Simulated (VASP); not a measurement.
All values below come from LDA (Ceperley-Alder, Perdew-Zunger), VASP's LDA PAW potentials (set 64) (plane waves; VASP 6.6.1).

A VASP calculation is set up with these files.

**POSCAR**
```
Cu
1
    0.0000000000     1.8050000000     1.8050000000
    1.8050000000     0.0000000000     1.8050000000
    1.8050000000     1.8050000000     0.0000000000
Cu
1
Direct
  0.0000000000   0.0000000000   0.0000000000
```

### INCAR
```
# general
SYSTEM =Cu
PREC   =Accurate
ENCUT  =400   # plane-wave cut-off (eV)
LREAL  =.FALSE.   # projection in real space or not
LASPH  =.TRUE.   # aspherical one-centre terms

# electronic loop
EDIFF  =1E-6
NELM   =100   # most electronic steps
ALGO   =Normal   # blocked Davidson
LMAXMIX=4

# smearing
ISMEAR =1
SIGMA  =0.1

# ions
IBRION =2   # conjugate gradients
NSW    =60
ISIF   =3   # ions, shape and volume
EDIFFG =-0.01   # ionic stop

# output
LWAVE  =.FALSE.
LCHARG =.FALSE.
```

KPOINTS:
```
Automatic mesh
0
Gamma
16 16 16
0 0 0
```

POTCAR, in this order: Cu (LDA.64 set). Program: vasp_std.

The resulting files:

File OSZICAR:
```
       N       E                     dE             d eps       ncg     rms          rms(c)
DAV:   1     0.305257775097E+02    0.30526E+02   -0.48830E+03  2715   0.174E+03
DAV:   2    -0.530775643921E+01   -0.35834E+02   -0.34173E+02  2622   0.183E+02
DAV:   3    -0.566214231822E+01   -0.35439E+00   -0.35365E+00  3176   0.263E+01
DAV:   4    -0.566447301267E+01   -0.23307E-02   -0.23305E-02  3242   0.186E+00
DAV:   5    -0.566450079524E+01   -0.27783E-04   -0.27782E-04  3112   0.163E-01    0.794E+00
DAV:   6    -0.511746285563E+01    0.54704E+00   -0.18768E+01  2742   0.102E+02    0.421E+00
DAV:   7    -0.469457413514E+01    0.42289E+00   -0.29885E+00  2778   0.408E+01    0.539E-01
DAV:   8    -0.468224336126E+01    0.12331E-01   -0.76926E-03  3130   0.189E+00    0.339E-01
DAV:   9    -0.468009607685E+01    0.21473E-02   -0.12973E-02  2861   0.241E+00    0.192E-02
DAV:  10    -0.468010530291E+01   -0.92261E-05   -0.39015E-05  3854   0.123E-01    0.530E-03
DAV:  11    -0.468010749550E+01   -0.21926E-05   -0.48085E-07  1845   0.121E-02    0.800E-04
DAV:  12    -0.468010749409E+01    0.14065E-08   -0.59697E-08  1475   0.496E-03
   1 F= -.46801075E+01 E0= -.46800553E+01  d E =-.468011E+01
       N       E                     dE             d eps       ncg     rms          rms(c)
DAV:   1    -0.874979386530E+01   -0.40697E+01   -0.71412E+01  2745   0.198E+02    0.170E+01
DAV:   2    -0.604957377879E+01    0.27002E+01   -0.60511E+01  2703   0.196E+02    0.628E+00
DAV:   3    -0.478709664927E+01    0.12625E+01   -0.79127E+00  2709   0.677E+01    0.201E+00
DAV:   4    -0.470515549227E+01    0.81941E-01   -0.10855E-01  2898   0.697E+00    0.511E-01
DAV:   5    -0.469622067472E+01    0.89348E-02   -0.65715E-02  2933   0.635E+00    0.103E-01
DAV:   6    -0.469613378504E+01    0.86890E-04   -0.33724E-04  3599   0.397E-01    0.437E-02
DAV:   7    -0.469610855001E+01    0.25235E-04   -0.12242E-04  2915   0.243E-01    0.748E-04
DAV:   8    -0.469610861710E+01   -0.67092E-07   -0.39088E-07  1598   0.813E-03
   2 F= -.46961086E+01 E0= -.46961380E+01  d E =-.160011E-01
       N       E                     dE             d eps       ncg     rms          rms(c)
DAV:   1    -0.533296883639E+01   -0.63686E+00   -0.13067E+01  2724   0.101E+02    0.619E+00
DAV:   2    -0.485968048377E+01    0.47329E+00   -0.73077E+00  2732   0.636E+01    0.191E+00
DAV:   3    -0.473503712460E+01    0.12464E+00   -0.10243E+00  2733   0.248E+01    0.988E-01
DAV:   4    -0.471522057272E+01    0.19817E-01   -0.47381E-02  3876   0.382E+00    0.149E-01
DAV:   5    -0.471486197248E+01    0.35860E-03   -0.25816E-03  2872   0.122E+00    0.291E-02
DAV:   6    -0.471485294584E+01    0.90266E-05   -0.27960E-05  3708   0.900E-02    0.506E-03
DAV:   7    -0.471485268841E+01    0.25743E-06   -0.12191E-06  1672   0.237E-02
   3 F= -.47148527E+01 E0= -.47148702E+01  d E =-.347452E-01
```

**OUTCAR**
```
------------------------ aborting loop because EDIFF is reached ----------------------------------------
  FORCE on cell =-STRESS in cart. coord.  units (eV):
  Direction    XX          YY          ZZ          XY          YZ          ZX
  --------------------------------------------------------------------------------------
  Total       -0.0067437     -0.0067437     -0.0067437      0.0000000      0.0000000      0.0000000
  in kB       -0.9912108     -0.9912108     -0.9912108      0.0000000      0.0000000      0.0000000
  external PRESSURE =      -0.9912108 kB  Pullay stress =       0.0000000 kB
  volume of cell :       10.90
      direct lattice vectors                 reciprocal lattice vectors
    -0.000000000  1.759833198  1.759833198    -0.284117836  0.284117836  0.284117836
     1.759833198 -0.000000000  1.759833198     0.284117836 -0.284117836  0.284117836
     1.759833198  1.759833198  0.000000000     0.284117836  0.284117836 -0.284117836
 POSITION                                       TOTAL-FORCE (eV/Angst)
 -----------------------------------------------------------------------------------
      0.00000      0.00000      0.00000         0.000000      0.000000     -0.000000
 -----------------------------------------------------------------------------------
    total drift:                                0.000000     -0.000000      0.000000
  FREE ENERGIE OF THE ION-ELECTRON SYSTEM (eV)
  ---------------------------------------------------
  free  energy   TOTEN  =        -4.7148526884 eV

  energy  without entropy=       -4.7149051191  energy(sigma->0) =       -4.71487017

 reached required accuracy - stopping structural energy minimisation
```
(Selected blocks of OUTCAR.)

### CONTCAR
```
Cu
   1.00000000000000
    -0.0000000000000000    1.7598331983881643    1.7598331983881643
     1.7598331983881643   -0.0000000000000000    1.7598331983881643
     1.7598331983881643    1.7598331983881643    0.0000000000000000
  Cu
     1
Direct
     0.0000000000000000    0.0000000000000000    0.0000000000000000
```

Energy and stress use the plane-wave basis of the starting cell.

The compound is Cu in the fcc structure. This run relaxes it. Symmetry was kept, so distortions that lower it aren't found.
